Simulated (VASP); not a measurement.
Cu has the cubic space group Fm-3m (No. 225), the fcc (Cu type) structure, Pearson symbol cF4. Conventional cell: a = b = c = 3.5632 Å, α = β = γ = 90.00°. Cu on 4a is surrounded by 12 Cu at 2.520 Å (cuboctahedral). (Neighbours: up to the widest gap in distance over summed covalent radii, below 1.35, at either atom.)
(The calculation used a cell of 1 atom; values per cell refer to that cell.)

All values below come from PBEsol GGA, VASP's PBE PAW potentials (set 64) (plane waves; VASP). Numerical set-up: 480 eV cut-off, 16×16×16 Γ-centred mesh, first-order Methfessel-Paxton smearing of 0.10 eV, potentials Cu.

Each relaxation starts from this cell; other phases were not tried.

The cell is relaxed at 5 GPa. What happens?

The volume per atom goes from 11.31 to 11.04 Å³ (-2.4 %), and the cell becomes a = 3.534 Å, b = 3.534 Å, c = 3.534 Å, α = 90.00°, β = 90.00°, γ = 90.00°, space group Fm-3m.

The cell is relaxed at 10 GPa. What happens?

The volume per atom goes from 11.31 to 10.76 Å³ (-4.8 %), and the cell becomes a = 3.505 Å, b = 3.505 Å, c = 3.505 Å, α = 90.00°, β = 90.00°, γ = 90.00°, space group Fm-3m.

Failed runs are left out, and for metals the shear rows, which the mesh's noise covers.

The compound is Cu in the fcc structure.
